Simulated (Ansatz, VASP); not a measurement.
**Zr in two plane-wave programs**

Aim: how closely do two programs agree when they are given the same cell, functional and k mesh? The structure shown is the end of the Ansatz relaxation below.

Calculated with Ansatz 0.2.0; plane waves, with VASP 6.6.1 beside it; single point at PBEsol.

## (1) The starting structure

Symmetry: P6_3/mmc, No. 194, hexagonal system. The conventional cell has a = 3.122 Å, b = 3.122 Å, c = 5.209 Å, α = 90.00°, β = 90.00°, γ = 120.00°. Nearest to Zr lie 12 Zr at 3.12 to 3.17 Å.

## (2) Ansatz: relaxation, PBEsol

Ansatz runs on its PAW soft_1 files.

This run makes the geometry at which the two programs are then compared.

The input, input.yaml:

```yaml
crystal:
  lattice:
    - [3.12179882, 0.0, 0.0]
    - [-1.56089941, 2.7035570836, 0.0]
    - [0.0, 0.0, 5.177637916]
  atoms:
    - { symbol: Zr, position: [0.3333333, 0.6666667, 0.75] }
    - { symbol: Zr, position: [0.6666667, 0.3333333, 0.25] }
kpoints:
  mp_grid: { grid: [16, 16, 9] }
scf:
  occupations: { method: fermi_dirac, width: 0.05 }
hamiltonian:
  xc: pbesol
  pseudopotentials: { kind: paw, azcp: { folder: soft_1 }, xc_functional: pbe }
basis:
  ecutwfc: 600
output:
  forces: true
  stress: true
relax:
  f_tol: 0.005
  max_steps: 70
  cell: { stress_tol: 0.02, p_target: 0, fix: [a, b, alpha, beta, gamma] }
```

The run is started by

```sh
$ ansatz run input.yaml --threads 4 --pin off --max-ram 10240MiB --backend cpu --events-out ev --progress --plain --runs-dir out
```

Numbers of over 12 decimals in the logs are rounded to 6 here.

The log of the run:

```text
Engine: ansatz 0.2.0, aarch64-unknown-linux-gnu
Pseudopotentials: kind: paw
Pseudopotential: Zr, paw, valence charge 12, recommended cutoff 420 eV (normal), soft_1/Zr.paw.azcp
Functional definition: PBEsol
  exchange = pbesol_x
  correlation = pbesol_c
Crystal: 2 atoms, lattice volume = 43.699 Å³
Basis set: ecut = 600 eV, 1473 PW (Γ), exchange–correlation on 50×50×90 points (8 copies of the dense FFT grid, shifted against one another)
Bands: 16, of which v1, the nominal top of the filled ones, is band 12 counted from 1 (11 counted from 0)
Symmetry: 24 space group operations
Space group: P63/mmc (ITA 194), of the structure as read, at distance tolerance 3.5e-5 Å
k-points: 150 of 2304
Non-local potential: Zr, projectors of the file, l = 0: 3, l = 1: 2, l = 2: 2, l = 3: 1
PAW form: soft (Blöchl's): semilocal exchange-correlation on the pseudo side does not see the compensation charge
PAW frozen core: Zr, regenerated for the run's functional, and the local potential with it (the file was generated under x = pbe(κ = 0.804, μ = 0.219515), c = pbe(β = 0.066725))
PAW one-centre angular grid: Zr, 590 points (default); XC on 64 Gauss nodes
Initial density: superposition of atomic densities (chi_scale 0.1, normalization cell)
Initial wavefunctions: pseudopotential atomic-orbital guess
Functional: x = pbesol(κ = 0.804, μ = 0.123457), c = pbesol(β = 0.046)
SCF iter   1: F=—  HF=-8257.493024 eV  |F-HF|=—  |Δ(HF+E_count)|=         —  Δρ=3.00e-2  dr2=4.87e-1  ethr=3.10e-3  ⟨swp⟩=5.2  Hψ=10329  notcnv=0
preconditioner: auto → Kerker (q_TF=auto, 2.469 Å⁻¹)  [metal: Δε(μ)=0.032 eV  Ē_g=3.441 eV  σ=0.050 eV  W_gap=0.16  n_scr=10 (ndim 8)  ℏωp=15.9 eV  f_vac=0.000  D(μ)=1.84/eV (n_scr^D=22)]
SCF iter   2: F=—  HF=-8257.363394 eV  |F-HF|=—  |Δ(HF+E_count)|=   1.30e-1  Δρ=1.76e-2  dr2=1.62e-1  ethr=2.03e-3  ⟨swp⟩=2.0  Hψ=4100  notcnv=0
SCF iter   3: F=—  HF=-8257.308188 eV  |F-HF|=—  |Δ(HF+E_count)|=   5.52e-2  Δρ=2.18e-3  dr2=1.35e-3  ethr=6.77e-4  ⟨swp⟩=3.0  Hψ=4775  notcnv=0
SCF iter   4: F=—  HF=-8257.308172 eV  |F-HF|=—  |Δ(HF+E_count)|=   1.64e-5  Δρ=2.90e-4  dr2=2.37e-5  ethr=5.63e-6  ⟨swp⟩=2.3  Hψ=3602  notcnv=0
SCF iter   5: F=—  HF=-8257.308173 eV  |F-HF|=—  |Δ(HF+E_count)|=   1.89e-6  Δρ=3.47e-5  dr2=2.44e-7  ethr=9.88e-8  ⟨swp⟩=2.3  Hψ=4073  notcnv=0
SCF iter   6: F=-8257.308173 eV  HF=-8257.308173 eV  |F-HF|=1.65e-9  |Δ(HF+E_count)|=   9.00e-8  Δρ=6.17e-6  dr2=8.19e-9  ethr=4.17e-10  ⟨swp⟩=4.0  Hψ=8456  notcnv=0
SCF 1 converged in 6 iterations: F = -8257.308173 eV  dr2 = 8.19e-9
  greatest PAW one-centre occupation: 0.996 electrons in one spin orbital (limit 2), on the Zr atom at site 1 (counted from 0), in its partial waves of l = 0
relax step   1: F+E_penalty+E_count = -8257.30817350 eV  Δ(F+E_penalty+E_count) = +0.000e0 eV  max|allowed force component| = 7.864e-17 eV/Å  Δτ_max = 0.0000 Å  P = +2.651 GPa  Ω = 43.699 Å³  fix = [a, b, alpha, beta, gamma]  reactions: a +3.470, b +3.470 GPa  (6 SCF iters, dr2 threshold 1.00e-7 eV, accepted)
[...]
relax step   2: F+E_penalty+E_count = -8257.30868858 eV  Δ(F+E_penalty+E_count) = -5.151e-4 eV  max|allowed force component| = 1.249e-16 eV/Å  Δτ_max = 0.0000 Å  P = +1.578 GPa  Ω = 44.112 Å³  energy of the carried Pulay correction = -1.533e-6 eV  fix = [a, b, alpha, beta, gamma]  reactions: a +2.663, b +2.663 GPa  (6 SCF iters, dr2 threshold 2.00e-7 eV, accepted)
[...]
relax step   3: F+E_penalty+E_count = -8257.30897884 eV  Δ(F+E_penalty+E_count) = -2.903e-4 eV  max|allowed force component| = 1.527e-16 eV/Å  Δτ_max = 0.0000 Å  P = +1.968 GPa  Ω = 43.960 Å³  energy of the carried Pulay correction = -9.694e-7 eV  fix = [a, b, alpha, beta, gamma]  reactions: a +2.959, b +2.959 GPa  (3 SCF iters, dr2 threshold 2.00e-7 eV, accepted)
[...]
relax step   4: F+E_penalty+E_count = -8257.30897981 eV  Δ(F+E_penalty+E_count) = -9.709e-7 eV  max|allowed force component| = 1.619e-16 eV/Å  Δτ_max = 0.0000 Å  P = +1.968 GPa  Ω = 43.960 Å³  fix = [a, b, alpha, beta, gamma]  reactions: a +2.959, b +2.959 GPa  stress off target by 1.45e-2 GPa on what of the cell is left free  SCF on the basis re-selected at this cell (its energy is not comparable with the rows above)  (5 SCF iters)
basis re-selected at this cell: Δ(F+E_penalty+E_count) = -9.709e-7 eV, ΔP = +0.000 GPa vs the last step (what re-selecting the basis moved, of the pressure what is left beyond the Pulay correction that the steps carried, after the strain that the cell walked since its last selection, with what the two solves' SCF thresholds leave and, on support functions, any second-order correction that the steps lacked; it is no m [...]
SCF converged after 5 iterations
Free energy (F): -8257.308980 eV
Harris-Foulkes:  -8257.308980 eV  (|F-HF|=3.64e-12)
Internal energy: -8257.290863 eV  (E = F + TS)
E sigma→0 (E₀):  -8257.299922 eV
Entropy (-TS):   -0.018117 eV (-9.058 meV/atom)
Fermi energy:    14.776178 eV
--- Per-component energies (eV) ---
  E_band       = -171.790868
  E_kinetic    = 634.006880
  E_local      = -1157.051270  (includes V_loc(G=0)·N_el)
  E_nonlocal   = 154.245221
  E_hartree    = 376.634080
  E_xc         = -307.666232
  E_vxc        = -365.274384  (∫ρ·V_xc dr)
  E_paw        = -5819.973483  (= ΣΔE_a)
  E_vpaw       = -190.985470  (= ΣTr[D̂ρ^β])
  E_aug_tail   = -0.000010  (compensation charges beyond the density's cutoff)
  E_ewald      = -2137.817490
  E_core_change = 0.331442  (= ΣΔE_core)
  E_smearing   = -0.018117  (= −TS)
  E_closure    = 0.000000  (closes the sum)
  Σ components = -8257.308980   (vs F -8257.308980, Δ=0.00e0)
--- Forces (eV/Å), atoms counted from 1 ---
  atom   1  Zr    -0.00000000    -0.00000000     0.00000000
  atom   2  Zr     0.00000000     0.00000000    -0.00000000
  max |Σ_I F_I| component: 5.55e-17 eV/Å
--- Stress (GPa, compression-positive) ---
        2.958743       0.000000      -0.000000
        0.000000       2.958743      -0.000000
       -0.000000      -0.000000      -0.014532
  P = ⅓ Tr σ = 1.9677 GPa (19.677 kbar)
--- Relaxed structure (3 steps of the walk, 3 accepted, 1 SCFs on fresh bases) ---
  F+E_penalty+E_count = -8257.30897981 eV   max|allowed force component| = 1.619e-16 eV/Å   (the final SCF, on the basis selected at the relaxed cell)
  cell:  # Å, volume = 43.9597 Å³
    - [3.121799, 0, 0]
    - [-1.560899, 2.703557, 0]
    - [0, 0, 5.208517]
  atoms:
    - { symbol: Zr, position: [0.333333, 0.666667, 0.75] }
    - { symbol: Zr, position: [0.666667, 0.333333, 0.25] }
```

Reading the cycles: dr2 is the Hartree energy of the density residual (eV), the measure of convergence; HF is the Harris–Foulkes estimate of the energy, which meets the free energy F at convergence.

## (3) VASP: single point, PBEsol, pair 1

The same cell, functional, mesh and smearing now go to VASP, with its own data sets.

Lines of VASP's logs that name or quote its potential files are left out, and so is its time.

The input, INCAR:

```
SYSTEM = Zr
PREC = Accurate
ENCUT = 500
EDIFF = 1E-06
NELM = 120
ISMEAR = -1
SIGMA = 0.05
LREAL = .FALSE.
ALGO = Normal
GGA = PS
NBANDS = 18
LASPH = .TRUE.
LORBIT = 11
LWAVE = .FALSE.
LCHARG = .FALSE.
ISIF = 2
GGA_COMPAT = .FALSE.
KPAR = 2
```

The input, POSCAR:

```
Zr
1.0
    3.1217988200      0.0000000000      0.0000000000
   -1.5608994100      2.7035570836      0.0000000000
    0.0000000000      0.0000000000      5.2085167853
Zr
2
Direct
    0.3333333333      0.6666666667      0.7500000000
    0.6666666667      0.3333333333      0.2500000000
```

The input, KPOINTS:

```
Automatic mesh
0
Gamma
16 16 9
0 0 0
```

The projector-augmented-wave data sets are Zr_sv (PBE family, release 64).

The run is started by

```sh
$ mpirun -np 2 vasp_std
```

The log of the run:

```text
[banner, memory and clock lines left out]
running    2 mpi-ranks, on    1 nodes
 distrk:  each k-point on    1 cores,    2 groups
 distr:  one band on    1 cores,    1 groups

 POSCAR found type information on POSCAR Zr
 POSCAR found :  1 types and       2 ions
|                                                                             |
|               ----> ADVICE to this user running VASP <----                  |
|                                                                             |
|     You enforced a specific xc type in the INCAR file but a different       |
|     [... a line on the potential file left out ...]
|     I HOPE YOU KNOW WHAT YOU ARE DOING!                                     |
|                                                                             |

 LDA part: xc-table for (Slater+PW92), standard interpolation
 POSCAR, INCAR and KPOINTS ok, starting setup
 FFT: planning ... GRIDC
 FFT: planning ... GRID_SOFT
 FFT: planning ... GRID
 WAVECAR not read
 entering main loop
       N       E                     dE             d eps       ncg     rms          rms(c)
DAV:   1     0.209785682503E+03    0.20979E+03   -0.13190E+04  5408   0.130E+03
DAV:   2    -0.339173404072E+01   -0.21318E+03   -0.20982E+03  6366   0.378E+02
DAV:   3    -0.185202811745E+02   -0.15129E+02   -0.14990E+02  9800   0.733E+01
DAV:   4    -0.188822087550E+02   -0.36193E+00   -0.36136E+00  6326   0.118E+01
DAV:   5    -0.188929508408E+02   -0.10742E-01   -0.10738E-01  8032   0.142E+00    0.168E+01
DAV:   6    -0.182701414043E+02    0.62281E+00   -0.93403E-01  5858   0.768E+00    0.685E+00
DAV:   7    -0.181483302644E+02    0.12181E+00   -0.63104E-01  7928   0.542E+00    0.114E+00
DAV:   8    -0.181530043934E+02   -0.46741E-02   -0.36769E-02  7106   0.157E+00    0.274E-01
DAV:   9    -0.181532864315E+02   -0.28204E-03   -0.13876E-03  7042   0.355E-01    0.290E-02
DAV:  10    -0.181532601528E+02    0.26279E-04   -0.42505E-05  7796   0.399E-02    0.242E-02
DAV:  11    -0.181532622095E+02   -0.20567E-05   -0.88843E-06  5862   0.349E-02    0.197E-03
DAV:  12    -0.181532621546E+02    0.54939E-07   -0.32725E-07  3304   0.446E-03
   1 F= -.18153262E+02 E0= -.18144208E+02  d E =-.181084E-01
```

OUTCAR, selected parts (step 3):

```text
ion  position               nearest neighbor table
   1  0.333  0.667  0.750-   2 3.17   2 3.17   2 3.17   2 3.17   2 3.17   2 3.17
   2  0.667  0.333  0.250-   1 3.17   1 3.17   1 3.17   1 3.17   1 3.17   1 3.17

  LATTYP: Found a hexagonal cell.
 ALAT       =     3.1217988200
 C/A-ratio  =     1.6684344782

 Subroutine GETGRP returns: Found 24 space group operations
 (whereof 12 operations were pure point group operations)

The static configuration has the point symmetry D_3d.
 The point group associated with its full space group is D_6h.

 Found    150 irreducible k-points:

   k-points           NKPTS =    150   k-points in BZ     NKDIM =    150   number of bands    NBANDS=     18

   dimension x,y,z NGX =    24 NGY =   24 NGZ =   40
   dimension x,y,z NGXF=    48 NGYF=   48 NGZF=   80

   ENCUT  =  500.0 eV  36.75 Ry    6.06 a.u.   5.69  5.69  9.50*2*pi/ulx,y,z

   NELECT =      24.0000    total number of electrons

 k-points in reciprocal lattice and weights: Automatic mesh
   0.00000000  0.00000000  0.00000000       0.000
   0.06250000 -0.00000000  0.00000000       0.003
   0.12500000 -0.00000000  0.00000000       0.003
   0.18750000 -0.00000000  0.00000000       0.003
   0.25000000 -0.00000000  0.00000000       0.003
   0.31250000  0.00000000  0.00000000       0.003
   0.37500000 -0.00000000  0.00000000       0.003
   0.43750000 -0.00000000  0.00000000       0.003
   0.50000000 -0.00000000  0.00000000       0.001
[...]
0.37500000  0.25000000  0.44444444       0.005
   0.31250000  0.31250000  0.44444444       0.005

 average (electrostatic) potential at core
       1 -73.6075       2 -73.6075

 E-fermi :   9.4968

 k-point     1 :       0.0000    0.0000    0.0000
  band No.  band energies     occupation
    ...
      6     -16.5917      2.00000
      7     -16.5183      2.00000
      8     -16.5183      2.00000
      9       3.7497      2.00000
     10       6.3034      2.00000
     11      10.1336      0.00001
     12      10.4638      0.00000
     13      10.4638      0.00000
     14      10.5566      0.00000
     15      11.1042      0.00000
    ...

 k-point     2 :       0.0625   -0.0000    0.0000
  band No.  band energies     occupation
    ...
      6     -16.5960      2.00000
      7     -16.5571      2.00000
      8     -16.5239      2.00000
      9       3.8719      2.00000
     10       6.4223      2.00000
     11       9.9732      0.00015
     12      10.3334      0.00000
     13      10.5537      0.00000
     14      10.5784      0.00000
     15      10.9876      0.00000
    ...

 k-point     3 :       0.1250   -0.0000    0.0000
  band No.  band energies     occupation
    ...
      6     -16.6657      2.00000
      7     -16.6093      2.00000
      8     -16.5405      2.00000
      9       4.2234      2.00000
     10       6.7498      2.00000
     11       9.6051      0.20579
     12       9.7830      0.00652
     13      10.6012      0.00000
     14      10.8833      0.00000
     15      10.9180      0.00000
    ...

  Total        0.8266706      0.8266706      0.0042580     -0.0000000      0.0000000      0.0000000
  in kB       30.1292676     30.1292676      0.1551887     -0.0000000      0.0000000      0.0000000
  external PRESSURE =      20.1379080 kB  Pullay stress =       0.0000000 kB

  energy-cutoff  :      500.00
  volume of cell :       43.96
      direct lattice vectors                 reciprocal lattice vectors
     3.121798820  0.000000000  0.000000000     0.320328137  0.184941536  0.000000000
    -1.560899410  2.703557084  0.000000000     0.000000000  0.369883072  0.000000000
     0.000000000  0.000000000  5.208516785     0.000000000  0.000000000  0.191993237

 POSITION                                       TOTAL-FORCE (eV/Angst)
 -----------------------------------------------------------------------------------
     -0.00000      1.80237      3.90639         0.000000      0.000000      0.000000
      1.56090      0.90119      1.30213         0.000000      0.000000      0.000000
 -----------------------------------------------------------------------------------
    total drift:                               -0.000000      0.000000     -0.000000

  FREE ENERGIE OF THE ION-ELECTRON SYSTEM (eV)
  ---------------------------------------------------
  free  energy   TOTEN  =       -18.1532621546 eV

  energy  without entropy=      -18.1351537410  energy(sigma->0) =      -18.14420795

 total charge
# of ion       s       p       d       tot
------------------------------------------
    1        2.244   5.956   1.700   9.900
    2        2.244   5.956   1.700   9.900
--------------------------------------------------
tot          4.489  11.911   3.400  19.801

[... 3 further parts left out ...]
```

The run ends at a pressure of 2.01 GPa.

## (4) Comparison

Known differences besides the potentials themselves: the cutoff is 600 eV in Ansatz and 500 eV in VASP; Ansatz makes its cores anew for this functional, VASP keeps those of its PBE data sets; Ansatz's pressure holds a Pulay correction, VASP's none. Total energies have different zeros and are not compared.

Compared:

| quantity | Ansatz | VASP | difference |
| --- | --- | --- | --- |
| pressure (GPa) | 1.97 | 2.01 | -0.05 |

## (5) Ansatz: relaxation, PBEsol

This run makes the geometry at which the two programs are then compared. The cell compared in this pair holds 44.44 Å³, against 43.96 Å³ for the pair before.

The structure compared here is the end of the Ansatz relaxation.

input.yaml: that of step 2 with these lines changed.

```diff
@@ -2,5 +2,5 @@
   lattice:
-    - [3.12179882, 0.0, 0.0]
-    - [-1.56089941, 2.7035570836, 0.0]
-    - [0.0, 0.0, 5.177637916]
+    - [3.15365391, 0.0, 0.0]
+    - [-1.576826955, 2.7311444008, 0.0]
+    - [0.0, 0.0, 5.146940458]
   atoms:
```

The run is started by

```sh
$ ansatz run input.yaml --threads 4 --pin off --max-ram 10240MiB --backend cpu --events-out ev --progress --plain --runs-dir out
```

The log of the run:

```text
[...]
Crystal: 2 atoms, lattice volume = 44.331 Å³
Basis set: ecut = 600 eV, 1473 PW (Γ), exchange–correlation on 54×54×90 points (8 copies of the dense FFT grid, shifted against one another)
Bands: 16, of which v1, the nominal top of the filled ones, is band 12 counted from 1 (11 counted from 0)
Symmetry: 24 space group operations
[...]
k-points: 150 of 2304
[...]
0.000000       1.540545       0.000000
       -0.000000       0.000000      -0.001945
  P = ⅓ Tr σ = 1.0264 GPa (10.264 kbar)
--- Relaxed structure (3 steps of the walk, 3 accepted, 1 SCFs on fresh bases) ---
[...]
cell:  # Å, volume = 44.4412 Å³
    - [3.153654, 0, 0]
    - [-1.576827, 2.731144, 0]
    - [0, 0, 5.159728]
  atoms:
    - { symbol: Zr, position: [0.333333, 0.666667, 0.750000] }
    - { symbol: Zr, position: [0.666667, 0.333333, 0.250000] }
[key lines of the parts left out:]
SCF converged after 4 iterations
Free energy (F): -8257.321690 eV
Fermi energy:    14.601440 eV
```

## (6) VASP: single point, PBEsol, pair 2

The same cell, functional, mesh and smearing now go to VASP, with its own data sets.

INCAR is that of step 3.

The input, POSCAR:

```
Zr
1.0
    3.1536539100      0.0000000000      0.0000000000
   -1.5768269550      2.7311444008      0.0000000000
    0.0000000000      0.0000000000      5.1597277162
Zr
2
Direct
    0.3333333333      0.6666666667      0.7500000000
    0.6666666667      0.3333333333      0.2500000000
```

KPOINTS is that of step 3.

The run is started by

```sh
$ mpirun -np 2 vasp_std
```

The log of the run:

```text
[banner, memory and clock lines left out]
running    2 mpi-ranks, on    1 nodes
[...]
[... a notice as in an earlier step ...]

 LDA part: xc-table for (Slater+PW92), standard interpolation
 POSCAR, INCAR and KPOINTS ok, starting setup
[...]
entering main loop
       N       E                     dE             d eps       ncg     rms          rms(c)
DAV:   1     0.211977340876E+03    0.21198E+03   -0.13201E+04  5400   0.130E+03
DAV:   2    -0.341515436952E+01   -0.21539E+03   -0.21196E+03  6412   0.378E+02
DAV:   3    -0.185520796002E+02   -0.15137E+02   -0.14969E+02  9800   0.733E+01
DAV:   4    -0.189184598226E+02   -0.36638E+00   -0.36585E+00  6406   0.118E+01
[...]
DAV:  10    -0.181662648921E+02    0.26580E-04   -0.46775E-05  7902   0.406E-02    0.244E-02
DAV:  11    -0.181662663462E+02   -0.14541E-05   -0.96812E-06  5894   0.365E-02    0.210E-03
DAV:  12    -0.181662663350E+02    0.11216E-07   -0.30956E-07  3296   0.432E-03
   1 F= -.18166266E+02 E0= -.18157742E+02  d E =-.170486E-01
```

(Part 1 of 2 ends here.)

[Lines on the potential files, build, host, timing and source positions are cut from VASP's logs without a mark.]

[Logs are printed without paths, hosts, clocks, repeated set-up lines and the standing remarks that a program may print on its own settings, such as how far it seeks lower states.]

[Hosts, paths, dates, database ids (printed as entryN), source tags and the programs' standing remarks are cut or masked in the printed files.]
